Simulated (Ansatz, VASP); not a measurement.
# NbB2: VASP beside Ansatz

Contents of INCAR:

```
SYSTEM = NbB2
ALGO     = Normal         ! electronic algorithm
EDIFF    = 1E-6           ! SCF threshold, eV
ENCUT    = 520            ! plane-wave cutoff, eV
ISIF     = 2              ! what is computed and relaxed
ISMEAR   = -1             ! smearing method
LASPH    = .TRUE.         ! aspherical terms in the spheres
LCHARG   = .FALSE.        ! write CHGCAR
LREAL    = .FALSE.        ! projectors in reciprocal space
LWAVE    = .FALSE.        ! write WAVECAR
NBANDS   = 16             ! bands
NELM     = 80             ! most SCF steps
PREC     = Accurate       ! precision mode
SIGMA    = 0.1            ! smearing width, eV
```

KPOINTS

```
k-points
0
G
  11 11 9
  0 0 0
```

POSCAR

```
NbB2
1.0
    3.1661914629      0.0000000000      0.0000000000
   -1.5830957314      2.7420018337      0.0000000000
    0.0000000000      0.0000000000      3.3919082878
Nb B
1 2
Direct
    0.0000000000      0.0000000000      0.0000000000
    0.3333333333      0.6666666667      0.5000000000
    0.6666666667      0.3333333333      0.5000000000
```

Input for Ansatz:

```yaml
crystal:
  lattice:
    - [3.1661914628665717, 0.0, 0.0]
    - [-1.5830957314332859, 2.7420018337167558, 0.0]
    - [0.0, 0.0, 3.391908287827896]
  atoms:
    - { symbol: Nb, position: [0.0, 0.0, 0.0] }
    - { symbol: B, position: [0.3333333333333333, 0.6666666666666666, 0.5] }
    - { symbol: B, position: [0.6666666666666666, 0.3333333333333333, 0.5] }
basis:
  ecutwfc: 500.0
kpoints:
  mp_grid:
    grid: [11, 11, 9]
hamiltonian:
  xc: lda
scf:
  occupations:
    method: fermi_dirac
    width: 0.1
output:
  stress: true
```

Alike in both runs: task single point; functional LDA; k mesh 11 × 11 × 9; occupations fermi-dirac, width 0.1 eV; no spin polarisation.

|  | VASP | Ansatz |
| --- | --- | --- |
| version | VASP 6.6.1 | Ansatz 0.2.0 |
| potentials or method | VASP PAW LDA potentials, release 64 (Nb_sv, B) | plane waves, PAW |
| plane-wave cutoff (eV) | 520 | 500 |
| valence electrons in the cell | 19 | 19 |

Ansatz gave:

* pressure (GPa): -24.4
* largest component of the traceless stress (GPa): 0.97

Question: What did VASP give for the same quantities?

Answer: Pressure (GPa): -24.3; largest component of the traceless stress (GPa): 0.85.

Caveats: so large a pressure means that the cell lies far from this level's equilibrium, or that cutoff or potentials fall short (VASP).
